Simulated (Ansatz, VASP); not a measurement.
# Mo (Mo(100), 5 layers): VASP beside Ansatz, part 2 of 2

Aim: how closely do two programs agree when they are given the same cell, functional and k mesh? Of the first pair: The structure shown is the start of the Ansatz relaxation below; VASP solves that cell, so the two are compared at the walk's first step.

VASP 6.6.1 and Ansatz 0.2.0.

So far. Step 4 (Differences): The forces differ by 11 meV/Å r.m.s., which is 1.7 % of the r.m.s. force of 0.661 eV/Å (both taken over all components). With vacuum in the cell, a pressure given here is an average over mostly empty space and none of the material.

**5. Ansatz: relaxation, PBE**

Level of this step: Ansatz beside VASP: Kohn-Sham DFT, plane waves, PBE (Ansatz).

This run makes the geometry at which the two programs are then compared.

The structure compared here is the end of the Ansatz relaxation.

input.yaml reads:

```yaml
crystal:
  lattice:
    - [3.15, 0.0, 0.0]
    - [0.0, 3.15, 0.0]
    - [0.0, 0.0, 22.3]
  atoms:
    - { symbol: Mo, position: [0.0, 0.0, 0.3587443946] }
    - { symbol: Mo, position: [0.5, 0.5, 0.4293721973] }
    - { symbol: Mo, position: [0.0, 0.0, 0.5] }
    - { symbol: Mo, position: [0.5, 0.5, 0.5706278027] }
    - { symbol: Mo, position: [0.0, 0.0, 0.6412556054] }
kpoints:
  mp_grid: { grid: [8, 8, 1] }
hamiltonian:
  xc: pbe
scf:
  occupations: { method: fermi_dirac, width: 0.1 }
  convergence: { dr2_threshold: 1.0e-08 }
efield:
  axis: 3
  dipole_correction: true
  ramp_position: 0.97
  ramp_width: 0.04
relax:
  f_tol: 0.01
  constraints: [{ sites: [0, 1, 2] }]
output:
  write_potential: true
  write_density: true
  volumetric_format: npy
```

Launch:

```console
ansatz run input.yaml --threads 4 --pin off --max-ram 8192MiB --backend cpu --events-out ev --progress --plain --runs-dir out
```

Numbers of over 12 decimals in the logs are rounded to 6 here.

The program printed:

```text
[...]
Crystal: 5 atoms, lattice volume = 221.272 Å³
Basis set: ecut = 420 eV, 4363 PW (Γ), exchange–correlation on 48×48×300 points (8 copies of the dense FFT grid, shifted against one another)
Bands: 42, of which v1, the nominal top of the filled ones, is band 35 counted from 1 (34 counted from 0)
Symmetry: 8 space group operations
k-points: 15 of 64
[...]
--- Relaxed structure (4 steps of the walk, 4 accepted, 0 SCFs on fresh bases) ---
  F+E_penalty+E_count = -24776.01017881 eV   max|allowed force component| = 2.500e-3 eV/Å
  atoms:
    - { symbol: Mo, position: [0.0, 0.0, 0.3587443946] }
    - { symbol: Mo, position: [0.5, 0.5, 0.4293721973] }
    - { symbol: Mo, position: [0.0, 0.0, 0.5] }
    - { symbol: Mo, position: [0.5, 0.5, 0.573290] }
    - { symbol: Mo, position: [0, 0.0, 0.635727] }
[key lines of the parts left out:]
SCF converged after 7 iterations
Free energy (F): -24776.010179 eV
Fermi energy:    4.967785 eV
Dipole field:    D = 0.003068 V/Å  (p = 0.003752 e·Å, saw-weighted, corrected)
Work function:   Φ+ = 3.9014 eV   Φ− = 3.9698 eV
```

**6. VASP: single point, PBE, relaxed cell, pair 2**

The same cell, functional, mesh and smearing now go to VASP, with its own data sets.

INCAR reads:

```
SYSTEM = Mo
PREC = Accurate
ENCUT = 400
EDIFF = 1E-06
NELM = 120
ISMEAR = -1
SIGMA = 0.1
LREAL = .FALSE.
ALGO = Normal
GGA = PE
NBANDS = 43
LASPH = .TRUE.
LORBIT = 11
LWAVE = .FALSE.
LCHARG = .FALSE.
ISIF = 2
LDIPOL = .TRUE.
IDIPOL = 3
DIPOL = 0.5 0.5 0.5
LVHAR = .TRUE.
GGA_COMPAT = .FALSE.
NELMDL = -8
KPAR = 2
```

POSCAR reads:

```
Mo
1.0
    3.1500000000      0.0000000000      0.0000000000
    0.0000000000      3.1500000000      0.0000000000
    0.0000000000      0.0000000000     22.3000000000
Mo
5
Direct
    0.0000000000      0.0000000000      0.3587443946
    0.5000000000      0.5000000000      0.4293721973
    0.0000000000      0.0000000000      0.5000000000
    0.5000000000      0.5000000000      0.5732898670
    0.0000000000      0.0000000000      0.6357269536
```

KPOINTS reads:

```
Automatic mesh
0
Gamma
8 8 1
0 0 0
```

The projector-augmented-wave data sets are Mo_sv (PBE family, release 64).

Launch:

```console
mpirun -np 2 vasp_std
```

The program printed:

```text
[... set-up lines as in an earlier step ...]
 entering main loop
       N       E                     dE             d eps       ncg     rms          rms(c)
DAV:   1     0.579388696283E+03    0.57939E+03   -0.41619E+04  1818   0.121E+03
DAV:   2    -0.342409447954E+02   -0.61363E+03   -0.60044E+03  1492   0.398E+02
DAV:   3    -0.548263227703E+02   -0.20585E+02   -0.19936E+02  1710   0.604E+01
DAV:   4    -0.555739878249E+02   -0.74767E+00   -0.73592E+00  1748   0.888E+00
[...]
DAV:  31    -0.506056789472E+02   -0.65487E-05   -0.57032E-07   889   0.242E-03    0.797E-04
DAV:  32    -0.506056816576E+02   -0.27104E-05   -0.11804E-07   821   0.129E-03    0.278E-04
DAV:  33    -0.506056823327E+02   -0.67504E-06   -0.30909E-08   769   0.481E-04
   1 F= -.50605682E+02 E0= -.50502481E+02  d E =-.206404E+00
```

OUTCAR, selected parts (step 6):

```text
  Total       -5.0495832     -5.0495832     -2.4868876      0.0000000      0.0000000     -0.0000000
  in kB      -36.5628585    -36.5628585    -18.0069755      0.0000000      0.0000000     -0.0000000
  external PRESSURE =     -30.3775642 kB  Pullay stress =       0.0000000 kB

 POSITION                                       TOTAL-FORCE (eV/Angst)
 -----------------------------------------------------------------------------------
      0.00000      0.00000      8.00000        -0.000000      0.000000      1.112330
      1.57500      1.57500      9.57500        -0.000000      0.000000     -0.894825
      0.00000      0.00000     11.15000         0.000000      0.000000     -0.254868
      1.57500      1.57500     12.78436        -0.000000     -0.000000     -0.004090
      0.00000      0.00000     14.17671        -0.000000      0.000000      0.041452
 -----------------------------------------------------------------------------------
    total drift:                                0.000000     -0.000000     -0.000258

  FREE ENERGIE OF THE ION-ELECTRON SYSTEM (eV)
  ---------------------------------------------------
  free  energy   TOTEN  =       -50.6056823327 eV

  energy  without entropy=      -50.3992788183  energy(sigma->0) =      -50.50248058

[... 2 parts as in an earlier step ...]

[... 1 further part left out ...]
[key lines of the parts left out:]
E-fermi :   1.9601
```

**7. Differences**

The two programs side by side:

| quantity | Ansatz | VASP | difference |
| --- | --- | --- | --- |
| work function, lower of the two faces (eV) | 3.90 | 3.90 | 0.00 |
| work function, higher of the two faces (eV) | 3.97 | 3.97 | 0.00 |

Forces (eV/Å; atoms numbered as in POSCAR):

| atom | Ansatz x, y, z | VASP x, y, z |
| --- | --- | --- |
| Mo1 | 0.000, 0.000, 1.142 | 0.000, 0.000, 1.112 |
| Mo2 | 0.000, 0.000, -0.887 | 0.000, 0.000, -0.895 |
| Mo3 | 0.000, 0.000, -0.258 | 0.000, 0.000, -0.255 |
| Mo4 | 0.000, 0.000, 0.002 | 0.000, 0.000, -0.004 |
| Mo5 | 0.000, 0.000, 0.000 | 0.000, 0.000, 0.041 |

The forces differ by 13 meV/Å r.m.s., which is 3.6 % of the r.m.s. force of 0.375 eV/Å (both taken over all components). With vacuum in the cell, a pressure given here is an average over mostly empty space and none of the material.

**8. Outcome**

- r.m.s. force difference (single point, PBE, start cell, pair 1): 1.7 % of the r.m.s. force
- r.m.s. force difference (single point, PBE, relaxed cell, pair 2): 3.6 % of the r.m.s. force

In words: The r.m.s. force difference is 3.6 % of the r.m.s. force (single point, PBE, relaxed cell, pair 2), beyond the 3 % picked in this series as the mark of a large difference. What causes the difference of the single point, PBE, relaxed cell, pair 2 pair stays open here. Such differences can come from data sets, numerical settings and the points named under the comparisons, not from the functional's error against experiment.

[Lines on the potential files, build, host, timing and source positions are cut from VASP's logs without a mark.]

[Logs are printed without paths, hosts, clocks, repeated set-up lines and the standing remarks that a program may print on its own settings, such as how far it seeks lower states.]

[Hosts, paths, dates, database ids (printed as entryN), source tags and the programs' standing remarks are cut or masked in the printed files.]
